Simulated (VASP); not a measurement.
# Au3Pd (ordered alloy cell): computed properties

All values below come from PBEsol GGA, VASP's PBE PAW potentials (set 64) (plane waves; VASP 6.6.1).

| Quantity | Value |
|---|---|
| space group | R-3m (166) |
| cell | a = 2.8522 Å, b = 2.8522 Å, c = 27.8167 Å, α = 90.00°, β = 90.00°, γ = 120.00° |
| volume per atom | 16.33 Å^3/atom |
| band gap (over mesh and band path) | none (metal, semimetal or under 0.01 eV) |
| density | 17.73 g/cm³ |

Space group R-3m, hexagonal axes (No. 166); a = 2.8522 Å, b = 2.8522 Å, c = 27.8167 Å, α = 90.00°, β = 90.00°, γ = 120.00°

```tsv
atom	site	symmetry	x	y	z
Pd	3a	-3m	0.0000	0.0000	0.0000
Au	6c	3m	0.0000	0.0000	0.2524
Au	3b	-3m	0.0000	0.0000	0.5000
```
(The calculation used a cell of 4 atoms; values per cell refer to that cell.)

Unless said otherwise, spin-orbit coupling is left out, though it shifts the bands of the heavy elements here.

The structure was generated: Au3Pd was put into an ordered model structure (R-3m), which need not be its known phase. It was relaxed first. Symmetry was kept, so distortions that lower it aren't found. The electron count is odd and the run is not spin-polarised, which forces a metal.
